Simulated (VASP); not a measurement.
# NaMgCu2O3 (Pm) in VASP: reference runs, part 2 of 2

VASP 6.6.1. Earlier steps stand in the parts before.

**3. Single point, PBE (atoms moved at random, drawn with an rms of 0.05 Å)**

INCAR reads:

```
PREC = Accurate ; ENCUT = 520
EDIFF = 1E-7 ; ISMEAR = -1
SIGMA = 0.05 ; LREAL = F
LASPH = T ; NELM = 80
ALGO = Normal ; ISIF = 2
LWAVE = F ; LCHARG = F
GGA = PE ; NBANDS = 34
```

KPOINTS reads:

```
Automatic mesh
0
Gamma
  6 9 5
```

POSCAR reads:

```
NaMgCu2O3
1.0
    5.3350994985      0.0000000000      0.0000000000
    0.0000000000      2.9983024700      0.0000000000
   -2.3669655579      0.0000000000      5.2517378773
Cu Mg Na O
2 1 1 3
Direct
    0.3969910000     -0.0119490000      0.8003790000
    0.6668040000     -0.0189080000      0.3076230000
    0.0976560000      0.4975120000      0.2569740000
    0.9222620000      0.5001520000      0.7704670000
    0.7802160000     -0.0051990000      0.0035290000
    0.0684800000      0.0066790000      0.5154730000
    0.2998030000      0.0023930000      0.1523630000
```

Potentials or basis: VASP PAW PBE potentials, release 64 (Cu, Mg, Na_pv, O).

Started as:

```sh
$ cat potpaw_PBE.64/Cu/POTCAR potpaw_PBE.64/Mg/POTCAR potpaw_PBE.64/Na_pv/POTCAR potpaw_PBE.64/O/POTCAR > POTCAR
$ mpirun -np 1 vasp_std > vasp.out
```

OUTCAR:

```text
PREC = Accurate
   ENCUT = 520
   EDIFF = 1E-7
   ISMEAR = -1
   LREAL = F
   LASPH = T
   NELM = 80
   ISIF = 2
   GGA = PE

 ion  position               nearest neighbor table
   1  0.397  0.988  0.800-   6 1.85   5 1.89   7 2.29   2 2.67   3 3.23
   2  0.667  0.981  0.308-   7 1.79   6 1.98   5 2.08   1 2.67   3 2.83   3 2.88
   3  0.098  0.498  0.257-   7 2.06   7 2.09   6 2.14   6 2.18   5 2.28   5 2.29   4 2.56   2 2.83
                             2 2.88   1 3.23
   4  0.922  0.500  0.770-   5 2.33   5 2.35   3 2.56
[... 1102 lines left out ...]
  -------------------------------------------------------------------------------------
  Total        0.4872808      0.1047933      0.8419563     -0.1914048     -0.0568304      0.0521485
  in kB        9.2932777      1.9985862     16.0575433     -3.6504169     -1.0838520      0.9945614
  external PRESSURE =       9.1164691 kB  Pullay stress =       0.0000000 kB

 VOLUME and BASIS-vectors are now :
 -----------------------------------------------------------------------------
  energy-cutoff  :      520.00
  volume of cell :       84.01
      direct lattice vectors                 reciprocal lattice vectors
     5.335099498  0.000000000  0.000000000     0.187437929  0.000000000  0.084478535
     0.000000000  2.998302470  0.000000000     0.000000000  0.333522055  0.000000000
    -2.366965558  0.000000000  5.251737877     0.000000000  0.000000000  0.190413159

 POSITION                                       TOTAL-FORCE (eV/Angst)
 -----------------------------------------------------------------------------------
      0.22352      2.96248      4.20338         0.936258      0.100895      0.695781
      2.82933      2.94161      1.61556         0.787073      0.215204      0.133455
     -0.08724      1.49169      1.34956        -0.134288      0.060943      0.370058
      3.09669      1.49961      4.04629         0.027124     -0.051200     -0.285826
      4.15418      2.98271      0.01853        -0.497951     -0.058179      0.097933
     -0.85476      0.02003      2.70713        -0.707852     -0.140392     -0.587181
      1.23884      0.00717      0.80017        -0.410364     -0.127272     -0.424220
 -----------------------------------------------------------------------------------
    total drift:                                0.000692     -0.000738      0.001447

  FREE ENERGIE OF THE ION-ELECTRON SYSTEM (eV)
  ---------------------------------------------------
  free  energy   TOTEN  =       -33.0193148141 eV

  energy  without entropy=      -32.9865866674  energy(sigma->0) =      -33.00295074
```

OSZICAR:

```text
N       E                     dE             d eps       ncg     rms          rms(c)
DAV:   1     0.540209228915E+03    0.54021E+03   -0.22327E+04  9266   0.192E+03
DAV:   2     0.498946501052E+02   -0.49031E+03   -0.45208E+03  9482   0.461E+02
DAV:   3    -0.380593999824E+02   -0.87954E+02   -0.83196E+02 12018   0.201E+02
DAV:   4    -0.429572382522E+02   -0.48978E+01   -0.48306E+01 12950   0.501E+01
DAV:   5    -0.430527319967E+02   -0.95494E-01   -0.95332E-01 11960   0.729E+00    0.220E+01
DAV:   6    -0.398524525376E+02    0.32003E+01   -0.75163E+01 14054   0.163E+02    0.175E+01
DAV:   7    -0.329609058744E+02    0.68915E+01   -0.21786E+01 12166   0.115E+02    0.398E+00
DAV:   8    -0.330826258239E+02   -0.12172E+00   -0.34554E+00 12836   0.133E+01    0.221E+00
DAV:   9    -0.330378343113E+02    0.44792E-01   -0.20327E-01 15088   0.114E+01    0.144E+00
DAV:  10    -0.330356540709E+02    0.21802E-02   -0.97822E-02 12774   0.166E+01    0.132E+00
DAV:  11    -0.330196513096E+02    0.16003E-01   -0.34603E-02 14748   0.908E+00    0.265E-01
DAV:  12    -0.330190548341E+02    0.59648E-03   -0.77072E-03 13910   0.106E+00    0.118E-01
DAV:  13    -0.330192750662E+02   -0.22023E-03   -0.19559E-03 14424   0.740E-01    0.728E-02
DAV:  14    -0.330193195659E+02   -0.44500E-04   -0.32046E-04 12666   0.277E-01    0.455E-02
DAV:  15    -0.330193140659E+02    0.55000E-05   -0.14598E-04 14640   0.205E-01    0.116E-02
DAV:  16    -0.330193149266E+02   -0.86065E-06   -0.15527E-05 14272   0.609E-02    0.719E-03
DAV:  17    -0.330193148720E+02    0.54581E-07   -0.27482E-06 13858   0.175E-02    0.393E-03
DAV:  18    -0.330193148141E+02    0.57894E-07   -0.86193E-07 13670   0.165E-02
   1 F= -.33019315E+02 E0= -.33002951E+02  d E =-.327281E-01
```

Run time: 3.9 min. Hardware: 1 thread of Intel Xeon 6975P-C (Granite Rapids), shared host; peak memory 0.47 GiB.

What came out:

| Item | Value |
| --- | --- |
| Free energy | -33.0193 eV |
| Pressure | 0.9 GPa |
| Largest force | 1.171 eV/Å |
| Band gap on the k mesh | none (metal or under the smearing width) |

Forces on the atoms (eV/Å):
```
Cu   0.936  0.101  0.696
Cu   0.787  0.215  0.133
Mg  -0.134  0.061  0.370
Na   0.027 -0.051 -0.286
O   -0.498 -0.058  0.098
O   -0.708 -0.140 -0.587
O   -0.410 -0.127 -0.424
```

Stress tensor (GPa, compression positive):
```
 0.93 -0.37  0.10
-0.37  0.20 -0.11
 0.10 -0.11  1.61
```

Caveat: an odd number of electrons without spin polarisation forces a metal; a magnetic or distorted state may lie lower; the run has no spin polarisation, though such a crystal can be magnetic; semilocal functionals often make such compounds metallic where correlation or magnetic order opens a gap, which also shifts bond lengths.
